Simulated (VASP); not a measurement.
Sc3Al5N8:

```
CELL_PARAMETERS angstrom
6.44900 0.00000 0.00000
-3.22450 5.58500 0.00000
0.00000 0.00000 4.94450
ATOMIC_POSITIONS crystal
Sc 0.16667 0.33333 0.00000
Sc 0.83333 0.16667 0.50000
Sc 0.83333 0.66667 0.50000
Al 0.16667 0.83333 0.00000
Al 0.66667 0.33333 0.00000
Al 0.66667 0.83333 0.00000
Al 0.33333 0.16667 0.50000
Al 0.33333 0.66667 0.50000
N 0.16667 0.33333 0.38200
N 0.16667 0.83333 0.38200
N 0.66667 0.33333 0.38200
N 0.66667 0.83333 0.38200
N 0.33333 0.16667 0.88200
N 0.33333 0.66667 0.88200
N 0.83333 0.16667 0.88200
N 0.83333 0.66667 0.88200
```

The cell comes from a database or a generator and needn't be the stable form of this composition.

| Property | Result |
| --- | --- |
| Program | VASP 6.6.1 |
| Task | relaxation of cell and atoms |
| Functional | PBEsol |
| Potentials or basis | VASP PAW PBE potentials, release 64 (Sc_sv, Al, N) |
| Cutoff | 520 eV |
| k mesh | 4 × 4 × 5 |
| Occupations | gaussian, width 0.03 eV |
| Spin | no spin polarisation |

At the start: pressure 15.1 GPa; volume 11.13 Å³/atom.

Q: How do energy, volume and symmetry change on relaxing?

A: Over 17 steps the energy falls by 152.2 meV/atom and the volume is 11.71 Å³/atom (+5.2 %); space group Cm (No. 8, to 0.05 Å).

Step by step:
```csv
step,energy change (eV),largest force (eV/Å),pressure (GPa),volume (Å³)
1,0.0000,4.3026,15.11,178.09
2,-1.2311,1.0507,-14.00,206.47
3,-2.1183,0.8987,-4.86,193.84
4,-2.1191,0.9367,-4.53,193.51
5,-2.3955,0.3436,0.86,187.01
6,-2.3960,0.3199,0.64,187.25
7,-2.4170,0.1876,-0.08,187.91
8,-2.4179,0.1669,-0.25,188.07
9,-2.4258,0.0825,-0.10,187.80
10,-2.4275,0.1051,0.01,187.61
11,-2.4321,0.0807,0.02,187.45
12,-2.4322,0.0807,0.02,187.42
13,-2.4338,0.0474,-0.02,187.40
14,-2.4339,0.0523,-0.03,187.39
15,-2.4343,0.0272,0.03,187.32
16,-2.4343,0.0238,0.04,187.30
17,-2.4345,0.0111,-0.05,187.38
```

Final structure:
```cif
data_structure
_symmetry_space_group_name_H-M 'P 1'
_symmetry_Int_Tables_number 1
_cell_length_a 6.6011
_cell_length_b 6.5492
_cell_length_c 4.9919
_cell_angle_alpha 90.000
_cell_angle_beta 90.156
_cell_angle_gamma 119.740
_cell_volume 187.38
loop_
_atom_site_label
_atom_site_type_symbol
_atom_site_fract_x
_atom_site_fract_y
_atom_site_fract_z
_atom_site_occupancy
Sc1 Sc 0.17513 0.33757 0.98458 1
Sc2 Sc 0.82404 0.16202 0.48554 1
Sc3 Sc 0.83368 0.66684 0.48106 1
Al1 Al 0.17713 0.83857 0.99672 1
Al2 Al 0.65988 0.32838 0.99772 1
Al3 Al 0.65988 0.83150 0.99772 1
Al4 Al 0.33536 0.16285 0.49731 1
Al5 Al 0.33536 0.67251 0.49731 1
N1 N 0.18305 0.34152 0.41266 1
N2 N 0.18702 0.84351 0.37753 1
N3 N 0.64238 0.32351 0.37476 1
N4 N 0.64238 0.81886 0.37476 1
N5 N 0.34488 0.15607 0.87690 1
N6 N 0.34488 0.68882 0.87690 1
N7 N 0.81853 0.15926 0.91205 1
N8 N 0.83643 0.66821 0.91247 1
```

Caveat: the PAW data sets were made with another functional, which shifts forces and pressure a little.
